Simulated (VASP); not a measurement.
Input:

```xyz
8
Lattice="0.0000 2.8869 2.8869 2.8869 0.0000 2.8869 11.5574 11.5574 -0.0097" Properties=species:S:1:pos:R:3 pbc="T T T"
Ga    11.4647    11.4647     0.0830
Ga     5.8621     5.8621     5.6856
Ga     8.6944     8.6944     5.7403
Ga     8.6411     8.6411     0.0197
Sb     1.4514     1.4514     1.4355
As     4.3893     4.3893     1.3845
As     7.2222     7.2222     1.4386
As    10.0546    10.0546     1.4931
```

Calculation: PBEsol GGA, VASP's PBE PAW potentials (set 64) (plane waves; VASP). Run with 400 eV cut-off, 10×10×3 Γ-centred mesh, tetrahedra with Blöchl corrections, potentials Ga_d Sb As.

The cores are frozen, which limits the accuracy of field gradients.

Give the principal components of the electric field gradient (V/Å²) and the asymmetry η at each nucleus.

```json
[
 {"atom": "Ga1", "Vxx": "-5.0", "Vyy": "-5.0", "Vzz": "10.0", "η": "0.00"},
 {"atom": "Ga2", "Vxx": "-0.8", "Vyy": "-0.8", "Vzz": "1.6", "η": "0.00"},
 {"atom": "Ga3", "Vxx": "3.4", "Vyy": "3.4", "Vzz": "-6.8", "η": "0.00"},
 {"atom": "Ga4", "Vxx": "3.3", "Vyy": "3.3", "Vzz": "-6.5", "η": "0.00"},
 {"atom": "Sb5", "Vxx": "-37.4", "Vyy": "-37.4", "Vzz": "74.9", "η": "0.00"},
 {"atom": "As6", "Vxx": "9.9", "Vyy": "9.9", "Vzz": "-19.9", "η": "0.00"},
 {"atom": "As7", "Vxx": "9.4", "Vyy": "9.4", "Vzz": "-18.9", "η": "0.00"},
 {"atom": "As8", "Vxx": "4.8", "Vyy": "4.8", "Vzz": "-9.5", "η": "0.00"}
]
```

The structure was generated: Ga4As3Sb was put into an ordered model structure (R3m), which need not be its known phase. It was relaxed first.
